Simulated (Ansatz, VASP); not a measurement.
# Cross-check of KMgH3 between VASP and Ansatz, part 2 of 2

Aim: how closely do two programs agree when they are given the same cell, functional and k mesh?

VASP 6.6.1 and Ansatz 0.2.0.

So far. Step 2 (VASP: single point, LDA): The run ends at a pressure of -3.17 GPa. Step 3 (Ansatz: single point, LDA): The run ends at a pressure of -2.94 GPa.

### 6. VASP: dielectric response, LDA

Level of this step: LDA; plane waves and PAW (K_sv, Mg, H) (VASP).

The response to a field tests empty states and converges slowly with the mesh.

Input file INCAR:

```
SYSTEM = KMgH3
PREC = Accurate
ENCUT = 400
EDIFF = 1E-08
NELM = 100
ISMEAR = 0
SIGMA = 0.01
LREAL = .FALSE.
ALGO = Normal
GGA = CA
NBANDS = 13
LWAVE = .FALSE.
LCHARG = .FALSE.
KPAR = 2
LEPSILON = .TRUE.
```

Input file POSCAR:

```
KMgH3
1.0
    4.0250000000      0.0000000000      0.0000000000
    0.0000000000      4.0250000000      0.0000000000
    0.0000000000      0.0000000000      4.0250000000
K Mg H
1 1 3
Direct
    0.0000000000      0.0000000000      0.0000000000
    0.5000000000      0.5000000000      0.5000000000
    0.0000000000      0.5000000000      0.5000000000
    0.5000000000      0.0000000000      0.5000000000
    0.5000000000      0.5000000000      0.0000000000
```

Input file KPOINTS:

```
Automatic mesh
0
Gamma
6 6 6
0 0 0
```

PAW data sets: K_sv, Mg and H (PBE family, release 64).

Launch:

```sh
> mpirun -np 2 vasp_std
```

Numbers of over 12 decimals in the logs are rounded to 6 here.

Output:

```text
[banner, memory and clock lines left out]
running    2 mpi-ranks, on    1 nodes
[...]
[... a notice as in an earlier step ...]

 LDA part: xc-table for (Slater(with rela. corr.)+CA(PZ))
 , standard interpolation
 POSCAR, INCAR and KPOINTS ok, starting setup
[...]
entering main loop
       N       E                     dE             d eps       ncg     rms          rms(c)
[... 12 cycles as in an earlier step ...]
DAV:  13    -0.144686683629E+02    0.21295E-07   -0.28184E-07   669   0.349E-03    0.739E-04
DAV:  14    -0.144686683601E+02    0.27742E-08   -0.86491E-09   548   0.833E-04
   1 F= -.14468668E+02 E0= -.14468668E+02  d E =-.891411E-35
 Linear response reoptimize wavefunctions to high precision
DAV:   1    -0.144686683603E+02   -0.18156E-09   -0.15750E-09   610   0.236E-04
DAV:   2    -0.144686683603E+02   -0.24897E-10   -0.62453E-11   380   0.483E-05
 Linear response G [H, r] |phi>, progress :
  Direction:   1
       N       E                     dE             d eps       ncg     rms
[...]
RMM:  15    -0.548925071330E+00    0.28183E-06    0.14599E-06  1643   0.178E-04    0.155E-05
RMM:  16    -0.548924924993E+00    0.14634E-06   -0.38068E-07  1336   0.130E-04    0.930E-06
 change of polarisation eV/A/(eV/A) component  2 :    -0.066     0.995    -0.126
 dielectric tensor                  component  2 :    -0.184     3.761    -0.349
 Linear response to external field, progress :
  Direction:   3
       N       E                     dE             d eps       ncg     rms          rms(c)
RMM:   1    -0.511872348047E+00   -0.51187E+00   -0.67604E-01  2281   0.400E+00
RMM:   2    -0.525839602916E+00   -0.13967E-01   -0.62227E-02  2054   0.849E-01    0.106E+00
RMM:   3    -0.513382482957E+00    0.12457E-01   -0.28090E-02  1870   0.946E-01    0.590E-01
RMM:   4    -0.538674114153E+00   -0.25292E-01   -0.15693E-02  1947   0.787E-01    0.121E-01
[...]
RMM:  15    -0.548924962678E+00    0.24238E-06    0.23223E-07  1619   0.176E-04    0.151E-05
RMM:  16    -0.548924844935E+00    0.11774E-06   -0.19540E-07  1373   0.132E-04    0.130E-05
RMM:  17    -0.548924751721E+00    0.93214E-07   -0.10259E-07  1183   0.115E-04    0.360E-06
 change of polarisation eV/A/(eV/A) component  3 :    -0.055    -0.137     0.995
 dielectric tensor                  component  3 :    -0.152    -0.381     3.761
 Born effective charges drift removed
```

From OUTCAR (step 6):

```text
  Total       -1.2887905     -1.2887905     -1.2887905      0.0000000      0.0000000     -0.0000000
  in kB      -31.6661483    -31.6661483    -31.6661483      0.0000000      0.0000000     -0.0000000
  external PRESSURE =     -31.6661483 kB  Pullay stress =       0.0000000 kB

 MACROSCOPIC STATIC DIELECTRIC TENSOR (including local field effects in DFT)
 ------------------------------------------------------
           3.761246     0.000000    -0.000000
           0.000000     3.761246     0.000000
           0.000000     0.000000     3.761246
 ------------------------------------------------------

[... 3 parts as in an earlier step ...]
```

### 7. Ansatz: dielectric response, LDA

The same cell, functional (in two slightly different forms) and mesh now go to Ansatz, which takes its cutoff from its data sets.

Input file input.yaml:

```yaml
crystal:
  lattice:
    - [4.025, 0.0, 0.0]
    - [0.0, 4.025, 0.0]
    - [0.0, 0.0, 4.025]
  atoms:
    - { symbol: K, position: [0.0, 0.0, 0.0] }
    - { symbol: Mg, position: [0.5, 0.5, 0.5] }
    - { symbol: H, position: [0.0, 0.5, 0.5] }
    - { symbol: H, position: [0.5, 0.0, 0.5] }
    - { symbol: H, position: [0.5, 0.5, 0.0] }
hamiltonian:
  xc: lda
  pseudopotentials: { kind: paw }
kpoints:
  mp_grid: { grid: [6, 6, 6] }
scf:
  occupations: { method: fixed }
dielectric:
  method: response
```

Launch:

```sh
> ansatz run input.yaml --threads 2 --pin off --max-ram 4608MiB --backend cpu --events-out ev --progress --plain --runs-dir out
```

Output:

```text
[...]
Crystal: 5 atoms, lattice volume = 65.208 Å³
Basis set: ecut = 420 eV, 1309 PW (Γ), exchange–correlation on 54×54×54 points (8 copies of the dense FFT grid, shifted against one another)
Bands: 16, of which v1, the nominal top of the filled ones, is band 11 counted from 1 (10 counted from 0)
Symmetry: 48 space group operations
k-points: 40 of 216 (irreducible under 8 space group operations, time reversal used)
[...]
site 2:
[...]
site 3:
[...]
0.00000    0.00000   -0.81213
    site 4:
        -0.81213   -0.00000    0.00000
        -0.00000   -0.81213    0.00000
         0.00000    0.00000   -1.26058
  Z* charge neutrality: 9.833e-4 e pre-enforcement
  solved inside a basis spanned on kpoints, on 6×6×6 k-points, its susceptibility summed on 10×10×10: ε∞ is read to err by 8.5e-3, Z* by 1.1e-2 e (field_mesh: kpoints solves on kpoints); Z* is corrected for what the basis lacks
[key lines of the parts left out:]
SCF converged after 7 iterations
Free energy (F): -3446.285156 eV
Fermi energy:    2.974629 eV
```

The job ended after 19 s (2 threads of Arm Neoverse N1, shared host; peak memory 0.4 GiB; 36 s of CPU time).

### 8. Differences

What differs besides the data sets and the points named for the pairs above, as far as they apply: VASP's response is taken on the typed mesh, Ansatz refines its own for the field response alone. Total energies have different zeros and are not compared.

Both answers:

```
                                     quantity  Ansatz   VASP  difference
                                        ε∞ xx    3.79   3.76     +0.66 %
                                        ε∞ yy    3.79   3.76     +0.66 %
                                        ε∞ zz    3.79   3.76     +0.66 %
 Born charge of K1 (mean of the diagonal) (e)    0.98   0.98        0.00
Born charge of Mg2 (mean of the diagonal) (e)    1.90   1.89       +0.01
 Born charge of H3 (mean of the diagonal) (e)   -0.96  -0.96        0.00
```

### 9. Results

```yaml
difference_in_gap_on_the_k_mesh_single_point_lda: -0.015 eV
difference_in_eps_infinity_xx_dielectric_response_lda: 0.66 %
```

In words: The difference in gap on the k mesh is -0.015 eV (single point, LDA), within the 0.08 eV picked in this series as the mark of a large difference. For single point, LDA, no further run moves any of the tabulated differences by more than a quarter of its size. 1 further run of this series is not shown here. Such differences can come from data sets, numerical settings and the points named under the comparisons, not from the functional's error against experiment.

[Lines on the potential files, build, host, timing and source positions are cut from VASP's logs without a mark.]

[Logs are printed without paths, hosts, clocks, repeated set-up lines and the standing remarks that a program may print on its own settings, such as how far it seeks lower states.]

[Hosts, paths, dates, database ids (printed as entryN), source tags and the programs' standing remarks are cut or masked in the printed files.]
